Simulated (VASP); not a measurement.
Set up this calculation in VASP 6.6.1, as the native input.

| Quantity | Value |
| --- | --- |
| Task | band structure |
| Functional | PBEsol |
| Potentials or basis | VASP PAW PBE potentials, release 64 (Y_sv, Li_sv) |
| Cutoff | 520 eV |
| k mesh | 6 × 6 × 6 |
| Occupations | fermi-dirac, width 0.05 eV |
| Spin | spin-orbit coupling, no magnetisation |
| Further INCAR settings | ALGO = Normal; EDIFF = 1e-06 |

The structure of LiY3 lies in POSCAR:

```
LiY3
1.0
   -2.3671900000      2.3671900000      5.3266430000
    2.3671900000     -2.3671900000      5.3266430000
    2.3671900000      2.3671900000     -5.3266430000
Y Li
3 1
Direct
    0.5000000000      0.5000000000      0.0000000000
    0.2500000000      0.7500000000      0.5000000000
    0.7500000000      0.2500000000      0.5000000000
    0.0000000000      0.0000000000      0.0000000000
```

The cell comes from a database or a generator and needn't be the stable form of this composition.

The input as run:

INCAR

```
SYSTEM = LiY3
PREC     = Accurate       ! precision mode
ENCUT    = 520            ! plane-wave cutoff, eV
EDIFF    = 1E-6           ! SCF threshold, eV
ISMEAR   = -1             ! smearing method
SIGMA    = 0.05           ! smearing width, eV
LREAL    = .False.        ! projectors in reciprocal space
LASPH    = .True.         ! aspherical terms in the spheres
NELM     = 100            ! most SCF steps
ALGO     = Normal         ! electronic algorithm
ISIF     = 2              ! what is computed and relaxed
LWAVE    = .False.        ! write WAVECAR
LCHARG   = .False.        ! write CHGCAR
LNONCOLLINEAR= .True.         ! non-collinear magnetism
MAGMOM   = 0 0 0 0 0 0 0 0 0 0 0 0 ! initial moments
LORBIT   = 11             ! projections on sites
LSORBIT  = .True.         ! spin-orbit coupling
GGA_COMPAT= .False.      
LMAXMIX  = 4              ! l up to which the mixer works
GGA      = PS             ! functional
```

KPOINTS

```
regular mesh
0
Gamma
  6 6 6
  0 0 0
```

KPOINTS_OPT

```
path GXYSGZS1NPY1Z,XP
10
line-mode
reciprocal
 0.0000000000  0.0000000000  0.0000000000  G
 0.0000000000  0.0000000000  0.5000000000  X

 0.0000000000  0.0000000000  0.5000000000  X
-0.0987481705  0.0987481705  0.5000000000  Y

-0.0987481705  0.0987481705  0.5000000000  Y
-0.2993740852  0.2993740852  0.2993740852  S

-0.2993740852  0.2993740852  0.2993740852  S
 0.0000000000  0.0000000000  0.0000000000  G

 0.0000000000  0.0000000000  0.0000000000  G
 0.5000000000  0.5000000000 -0.5000000000  Z

 0.5000000000  0.5000000000 -0.5000000000  Z
 0.2993740852  0.7006259148 -0.2993740852  S1

 0.2993740852  0.7006259148 -0.2993740852  S1
 0.0000000000  0.5000000000  0.0000000000  N

 0.0000000000  0.5000000000  0.0000000000  N
 0.2500000000  0.2500000000  0.2500000000  P

 0.2500000000  0.2500000000  0.2500000000  P
 0.5000000000  0.5000000000 -0.0987481705  Y1

 0.5000000000  0.5000000000 -0.0987481705  Y1
 0.5000000000  0.5000000000 -0.5000000000  Z

 0.0000000000  0.0000000000  0.5000000000  X
 0.2500000000  0.2500000000  0.2500000000  P
```

Potentials or basis: VASP PAW PBE potentials, release 64 (Y_sv, Li_sv).

Launch:

```console
$ cat potpaw_PBE.64/Y_sv/POTCAR potpaw_PBE.64/Li_sv/POTCAR > POTCAR
$ mpirun -np 1 vasp_ncl > vasp.out
```

Results of the run:

The valence electrons inside the program's atomic spheres are Y 9.39, 9.46; Li 2.08.

Wall time 21 min on 1 thread of Intel(R) Xeon(R) 6975P-C (Granite Rapids) (shared host), peak memory 0.84 GiB.
